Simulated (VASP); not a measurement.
Method: r2SCAN meta-GGA, VASP's PBE PAW potentials (set 64) (plane waves; VASP).

VASP input:

**INCAR**
```
! general
SYSTEM  = ZnSe
PREC    = Accurate
ENCUT   = 480   ! plane-wave cut-off (eV)
LREAL   = .FALSE.   ! projection in real space or not
LASPH   = .TRUE.   ! aspherical one-centre terms

! electronic loop
EDIFF   = 1E-6   ! SCF stop (eV)
NELM    = 100
ALGO    = Normal
LMAXMIX = 4
LMIXTAU = .TRUE.

! smearing
ISMEAR  = 0
SIGMA   = 0.05

! functional
METAGGA = R2SCAN

! ions
IBRION  = 2
NSW     = 60
ISIF    = 3   ! ions, shape and volume
EDIFFG  = -0.01

! output
LWAVE   = .FALSE.
LCHARG  = .FALSE.
```

POSCAR:
```
ZnSe
1
    0.0000000000     2.8350000000     2.8350000000
    2.8350000000     0.0000000000     2.8350000000
    2.8350000000     2.8350000000     0.0000000000
Zn Se
1 1
Direct
  0.0000000000   0.0000000000   0.0000000000
  0.7500000000   0.7500000000   0.7500000000
```

**KPOINTS**
```
Automatic mesh
0
Gamma
7 7 7
0 0 0
```

POTCAR, in this order: Zn Se (PBE.64 set). Program: vasp_std.

Output of the run:

File OSZICAR:
```
       N       E                     dE             d eps       ncg     rms          rms(c)
DAV:   1     0.626187838653E+02    0.62619E+02   -0.88246E+03   520   0.151E+03
DAV:   2    -0.224568436256E+02   -0.85076E+02   -0.81059E+02   560   0.264E+02
DAV:   3    -0.276436991931E+02   -0.51869E+01   -0.51680E+01   645   0.684E+01
DAV:   4    -0.276877745673E+02   -0.44075E-01   -0.44069E-01   575   0.679E+00
DAV:   5    -0.276879915209E+02   -0.21695E-03   -0.21695E-03   630   0.447E-01    0.522E+00
DAV:   6    -0.248691968346E+02    0.28188E+01   -0.18418E+00   610   0.419E+01    0.496E+00
DAV:   7    -0.248287079067E+02    0.40489E-01   -0.48689E-01   530   0.140E+01    0.221E+00
DAV:   8    -0.248661699347E+02   -0.37462E-01   -0.16394E-01   545   0.450E+00    0.607E-01
DAV:   9    -0.248435352556E+02    0.22635E-01   -0.15874E-01   520   0.385E+00    0.231E-01
DAV:  10    -0.249061054839E+02   -0.62570E-01   -0.51800E-02   520   0.219E+00    0.971E-02
DAV:  11    -0.249076322190E+02   -0.15267E-02   -0.16668E-03   595   0.507E-01    0.605E-02
DAV:  12    -0.249070685860E+02    0.56363E-03   -0.33296E-04   545   0.264E-01    0.230E-02
DAV:  13    -0.249076249678E+02   -0.55638E-03   -0.44491E-04   530   0.244E-01    0.970E-03
DAV:  14    -0.249076483754E+02   -0.23408E-04   -0.34270E-05   550   0.612E-02    0.392E-03
DAV:  15    -0.249076543572E+02   -0.59818E-05   -0.44617E-06   570   0.438E-02    0.266E-03
DAV:  16    -0.249076564515E+02   -0.20944E-05   -0.12607E-06   390   0.165E-02    0.188E-03
DAV:  17    -0.249076568508E+02   -0.39926E-06   -0.34612E-07   310   0.822E-03
   1 F= -.24907657E+02 E0= -.24907657E+02  d E =-.249077E+02
       N       E                     dE             d eps       ncg     rms          rms(c)
DAV:   1    -0.249081026478E+02   -0.44620E-03   -0.58490E-03   615   0.169E+00    0.149E-01
DAV:   2    -0.249077716055E+02    0.33104E-03   -0.12891E-03   620   0.105E+00    0.561E-02
DAV:   3    -0.249077266301E+02    0.44975E-04   -0.34230E-05   525   0.595E-02    0.283E-02
DAV:   4    -0.249077075343E+02    0.19096E-04   -0.45098E-05   565   0.692E-02    0.107E-02
DAV:   5    -0.249077106897E+02   -0.31553E-05   -0.57294E-06   520   0.275E-02    0.781E-03
DAV:   6    -0.249077050153E+02    0.56744E-05   -0.36438E-06   577   0.227E-02    0.312E-03
DAV:   7    -0.249077055160E+02   -0.50072E-06   -0.10976E-06   355   0.153E-02
   2 F= -.24907706E+02 E0= -.24907706E+02  d E =-.486652E-04
```

File OUTCAR:
```
------------------------ aborting loop because EDIFF is reached ----------------------------------------
  FORCE on cell =-STRESS in cart. coord.  units (eV):
  Direction    XX          YY          ZZ          XY          YZ          ZX
  --------------------------------------------------------------------------------------
  Total        0.0018746      0.0018746      0.0018746     -0.0000000      0.0000000      0.0000000
  in kB        0.0660083      0.0660083      0.0660083     -0.0000000      0.0000000      0.0000000
  external PRESSURE =       0.0660083 kB  Pullay stress =       0.0000000 kB
  volume of cell :       45.50
      direct lattice vectors                 reciprocal lattice vectors
     0.000000000  2.833522010  2.833522010    -0.176458838  0.176458838  0.176458838
     2.833522010  0.000000000  2.833522010     0.176458838 -0.176458838  0.176458838
     2.833522010  2.833522010 -0.000000000     0.176458838  0.176458838 -0.176458838
  FREE ENERGIE OF THE ION-ELECTRON SYSTEM (eV)
  ---------------------------------------------------
  free  energy   TOTEN  =       -24.9077055160 eV

  energy  without entropy=      -24.9077055160  energy(sigma->0) =      -24.90770552

 reached required accuracy - stopping structural energy minimisation
```
(Selected blocks of OUTCAR.)

File CONTCAR:
```
ZnSe
   1.00000000000000
     0.0000000000000000    2.8335220098151344    2.8335220098151344
     2.8335220098151344    0.0000000000000000    2.8335220098151344
     2.8335220098151344    2.8335220098151344   -0.0000000000000000
  Zn              Se
     1     1
Direct
     1.0000000000000000    1.0000000000000000    1.0000000000000000
     0.7500000000000000    0.7500000000000000    0.7500000000000000
```

### OUTCAR
```
 val. band max:        1.3015043263   @ k =   0.0000   0.0000   0.0000

 cond. band min:       3.1693124893   @ k =   0.0000   0.0000   0.0000


 Fermi energy:         1.5649909373

 k-point     1 :       0.0000    0.0000    0.0000
  band No.  band energies     occupation
      1     -12.4137      2.00000
      2      -5.3942      2.00000
      3      -5.3942      2.00000
      4      -5.3942      2.00000
      5      -4.9870      2.00000
      6      -4.9870      2.00000
      7       1.3015      2.00000
      8       1.3015      2.00000
      9       1.3015      2.00000
     10       3.1693      0.00000
     11       7.6165      0.00000
     12       7.6167      0.00000
     13       7.6167      0.00000

 k-point     2 :       0.1429    0.0000    0.0000
  band No.  band energies     occupation
      1     -12.2790      2.00000
      2      -5.3810      2.00000
      3      -5.3728      2.00000
      4      -5.3728      2.00000
      5      -4.9885      2.00000
      6      -4.9885      2.00000
      7      -0.2076      2.00000
      8       1.1066      2.00000
      9       1.1066      2.00000
     10       4.2277      0.00000
     11       7.5846      0.00000
     12       7.9422      0.00000
     13       7.9424      0.00000

 k-point     3 :       0.2857    0.0000    0.0000
  band No.  band energies     occupation
      1     -11.9478      2.00000
      2      -5.3296      2.00000
      3      -5.3296      2.00000
      4      -5.2827      2.00000
      5      -4.9848      2.00000
      6      -4.9848      2.00000
      7      -2.2056      2.00000
      8       0.7238      2.00000
      9       0.7238      2.00000
     10       4.5588      0.00000
     11       8.2896      0.00000
     12       8.2898      0.00000
     13       8.8247      0.00000

 k-point     4 :       0.4286    0.0000    0.0000
  band No.  band energies     occupation
      1     -11.6456      2.00000
      2      -5.3021      2.00000
      3      -5.3021      2.00000
...
```

The compound is ZnSe in the zinc blende structure. This run relaxes it. Symmetry was kept, so distortions that lower it aren't found.
